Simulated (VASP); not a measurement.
## Sb (a7): computed properties

All values below come from PBE GGA, VASP's PBE PAW potentials (set 64) (plane waves; VASP).

| Item | Result |
|---|---|
| space group | R-3m (166) |
| cell | a = 4.386 Å, b = 4.386 Å, c = 11.450 Å, α = 90.00°, β = 90.00°, γ = 120.00° |
| volume per atom | 31.79 Å³/atom |
| band gap (over mesh and band path) | none (metal, semimetal or under 0.01 eV) |
| Hill bulk modulus | 37.3 GPa |
| Hill shear modulus | 25.3 GPa |
| Poisson's ratio | 0.224 |
| density | 6.36 g/cm³ |
| optical Γ-point spectrum | 103 (×2), 148 cm⁻¹ |

```cif
data_Sb6
_chemical_formula_sum 'Sb6'
_space_group_name_H-M_alt 'R-3m :H'
_space_group_IT_number 166
_space_group_name_Hall '-R 3 2"'
_cell_length_a 4.38585
_cell_length_b 4.38585
_cell_length_c 11.45030
_cell_angle_alpha 90.000
_cell_angle_beta 90.000
_cell_angle_gamma 120.000
loop_
_atom_site_label
_atom_site_type_symbol
_atom_site_symmetry_multiplicity
_atom_site_Wyckoff_symbol
_atom_site_fract_x
_atom_site_fract_y
_atom_site_fract_z
_atom_site_occupancy
Sb1 Sb 6 c 0.00000 0.00000 0.23296 1
```
(The calculation used a cell of 2 atoms; values per cell refer to that cell.)

Measured: a 4.301 Å at 78 K (computed value off by +2.0 %), c 11.232 Å at 78 K (computed value off by +1.9 %), as given by Schiferl, Barrett, J. Appl. Cryst. 2, 30 (1969), COD 9009654. The calculation is for a static lattice, while the measured a, c hold thermal and zero-point effects, which are part of the difference.  Finite-difference elastic constants of metals are sensitive to mesh and smearing; shear constants can be off by tens of GPa. Unless said otherwise, spin-orbit coupling is left out, though it shifts the bands of the heavy elements here.

The compound is Sb in the a7 structure. It was relaxed first, which changed the volume by +5 %. Symmetry was kept, so distortions that lower it aren't found.
